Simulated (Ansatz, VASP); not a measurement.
**Two plane-wave programs on Mg2TeBr2**

```
Mg Te Br
1.0
     4.62934    0.00000    0.00000
     0.00000    4.62934    0.00000
     0.00000    0.00000    6.42732
Mg Te Br
2 1 2
Cartesian
  0.0000 2.3147 3.2137
  2.3147 0.0000 3.2137
  0.0000 0.0000 0.0000
  2.3147 2.3147 1.6270
  2.3147 2.3147 4.8003
```

Change from the starting cell: species swapped into the CeMg2Si2 type (P4/mmm, No. 123).

Alike in both runs: functional PBE; k mesh 8 × 8 × 6; occupations gaussian, width 0.1 eV; no spin polarisation.

Ansatz relaxed the structure, and its values are those at the end. VASP's run is a single point on that final structure, the one shown.

|  | VASP | Ansatz |
| --- | --- | --- |
| version | VASP 6.6.1 | Ansatz 0.2.0 |
| potentials or method | VASP PAW PBE potentials, release 64 (Mg, Te, Br) | scalar-relativistic, plane waves, PAW |
| plane-wave cutoff (eV) | 520 | 420 |
| valence electrons in the cell | 24 | 50 |

|  | VASP | Ansatz | Ansatz less VASP |
| --- | --- | --- | --- |
| gap on the k mesh at the Fermi level (eV) | none | none | - |
| pressure (GPa) | -0.1 | 0.0 | +0.09 |
| rms of the force components (eV/Å) | 0.003 | 0.000 | -0.0031 |

A gap of «none» marks a metal or a gap that the smearing closes. The two sets of potentials don't hold the same shells in valence.

The runs have no spin-orbit coupling, so splittings on Te are missing.
